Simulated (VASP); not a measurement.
Input:

```yaml
crystal:
  lattice:
    - [0.00000, 2.82337, 2.82337]
    - [2.82337, 0.00000, 2.82337]
    - [2.82337, 2.82337, 0.00000]
  atoms:
    - { symbol: Li, position: [0.25000, 0.25000, 0.25000] }
    - { symbol: Li, position: [0.75000, 0.75000, 0.75000] }
    - { symbol: S, position: [0.00000, 0.00000, 0.00000] }
```

Method: PBE GGA, VASP's PBE PAW potentials (set 64) (plane waves; VASP). Numerical set-up: 520 eV cut-off, 8×8×8 Γ-centred mesh, Gaussian smearing of 0.050 eV, potentials Li_sv S.

Task: Give the stress tensor in GPa (positive for a compressed cell).

Result: 
```
1.25  0.00  0.00
0.00  1.25  0.00
0.00  0.00  1.25
```
The pressure is its mean diagonal, 1.25 GPa.

The compound is Li2S in the antifluorite structure. This cell is one point of a volume scan, at 0.97 of the reference volume.
